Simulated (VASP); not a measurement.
Given:

```
CELL_PARAMETERS angstrom
      3.89364     0.00000     0.00000
      0.00000     3.89364     0.00000
      0.00000     0.00000     3.89364
ATOMIC_POSITIONS crystal
  Tl 0.00000 0.00000 0.00000
  Cl 0.50000 0.50000 0.50000
```

These are PBE GGA, VASP's PBE PAW potentials (set 64) (plane waves; VASP 6.6.1) values and carry that method's errors. Settings: 480 eV cut-off, 6×6×6 Γ-centred mesh, Gaussian smearing of 0.050 eV, potentials Tl_d Cl.

Unless said otherwise, spin-orbit coupling is left out, though it shifts the bands of the heavy elements here.

### Question
Estimate the energy per atom (σ→0), band gap (on the k-mesh) with the smallest direct gap where there is one.

### Answer

```yaml
band gap (on the k-mesh): 2.19 eV
smallest direct gap (on the k-mesh): 2.19 eV
energy per atom (σ→0): -3.008 eV/atom
```

The absolute energy has meaning only against runs of the same code, potentials and settings.

The compound is TlCl in the CsCl type structure. It was relaxed first. The start is the result of an earlier pass.
